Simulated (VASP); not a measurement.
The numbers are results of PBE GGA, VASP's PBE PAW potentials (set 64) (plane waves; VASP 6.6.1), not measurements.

Input for VASP

INCAR:
```
SYSTEM = NaCl
PREC = Accurate
ENCUT = 520
EDIFF = 1E-6
NELM = 100
ALGO = Normal
LREAL = .FALSE.
LASPH = .TRUE.
ISMEAR = 0
SIGMA = 0.05
GGA = PE
LWAVE = .FALSE.
LCHARG = .FALSE.
ICHARG = 11
```

**POSCAR**
```
NaCl
5.6889310
  0.0000000000   0.5000000412   0.5000000412
  0.5000000412   0.0000000000   0.5000000412
  0.5000000412   0.5000000412   0.0000000000
Na Cl
1 1
Direct
  0.0000000000   0.0000000000   0.0000000000
  0.5000000000   0.5000000000   0.5000000000
```

**KPOINTS**
```
k-points along high-symmetry lines
15
Line-mode
Reciprocal
  0.000000   0.000000   0.000000 ! GAMMA
  0.500000   0.000000   0.500000 ! X

  0.500000   0.000000   0.500000 ! X
  0.625000   0.250000   0.625000 ! U

  0.375000   0.375000   0.750000 ! K
  0.000000   0.000000   0.000000 ! GAMMA

  0.000000   0.000000   0.000000 ! GAMMA
  0.500000   0.500000   0.500000 ! L

  0.500000   0.500000   0.500000 ! L
  0.500000   0.250000   0.750000 ! W

  0.500000   0.250000   0.750000 ! W
  0.500000   0.000000   0.500000 ! X
```

POTCAR, in this order: Na_pv Cl (PBE.64 set). Program: vasp_std. Read from the step before: CHGCAR.

What VASP printed:

OSZICAR:
```
       N       E                     dE             d eps       ncg     rms          rms(c)
DAV:   1     0.940706281865E+02    0.94071E+02   -0.74521E+03  1986   0.128E+03
DAV:   2     0.235999034244E+01   -0.91711E+02   -0.84909E+02  2195   0.279E+02
DAV:   3    -0.620382207921E+01   -0.85638E+01   -0.85000E+01  2399   0.831E+01
DAV:   4    -0.640765741077E+01   -0.20384E+00   -0.20356E+00  2235   0.136E+01
DAV:   5    -0.641205465886E+01   -0.43972E-02   -0.43965E-02  2402   0.206E+00
DAV:   6    -0.641221186622E+01   -0.15721E-03   -0.15721E-03  2439   0.406E-01
DAV:   7    -0.641221790292E+01   -0.60367E-05   -0.60367E-05  2567   0.701E-02
DAV:   8    -0.641221815545E+01   -0.25253E-06   -0.25251E-06  2011   0.125E-02
   1 F= -.64122182E+01 E0= -.64122182E+01  d E =-.146906E-10
```

OUTCAR:
```
 val. band max:       -0.8785805651   @ k =   0.0000   0.0000   0.0000

 cond. band min:       4.1305395104   @ k =   0.0000   0.0000   0.0000



 k-point     1 :       0.0000    0.0000    0.0000
  band No.  band energies     occupation
      1     -21.7482      2.00000
      2     -21.7482      2.00000
      3     -21.7482      2.00000
      4     -13.4804      2.00000
      5      -0.8786      2.00000
      6      -0.8786      2.00000
      7      -0.8786      2.00000
      8       4.1305      0.00000
      9      10.2139      0.00000
     10      10.2139      0.00000
     11      10.2139      0.00000

 k-point     2 :       0.0357    0.0000    0.0357
  band No.  band energies     occupation
      1     -21.7485      2.00000
      2     -21.7483      2.00000
      3     -21.7483      2.00000
      4     -13.4755      2.00000
      5      -0.9145      2.00000
      6      -0.8867      2.00000
      7      -0.8867      2.00000
      8       4.1889      0.00000
      9      10.1247      0.00000
     10      10.2429      0.00000
     11      10.2429      0.00000

 k-point     3 :       0.0714    0.0000    0.0714
  band No.  band energies     occupation
      1     -21.7494      2.00000
      2     -21.7485      2.00000
      3     -21.7485      2.00000
      4     -13.4610      2.00000
      5      -1.0156      2.00000
      6      -0.9103      2.00000
      7      -0.9103      2.00000
      8       4.3571      0.00000
      9       9.8902      0.00000
     10      10.3291      0.00000
     11      10.3291      0.00000

 k-point     4 :       0.1071    0.0000    0.1071
  band No.  band energies     occupation
      1     -21.7509      2.00000
      2     -21.7489      2.00000
      3     -21.7489      2.00000
      4     -13.4378      2.00000
      5      -1.1659      2.00000
      6      -0.9480      2.00000
      7      -0.9480      2.00000
      8       4.6166      0.00000
      9       9.5741      0.00000
     10      10.4698      0.00000
...
```

The density is held fixed in this step, so its total energy and stress have no physical meaning.

The compound is NaCl in the rock salt structure. It was relaxed first.
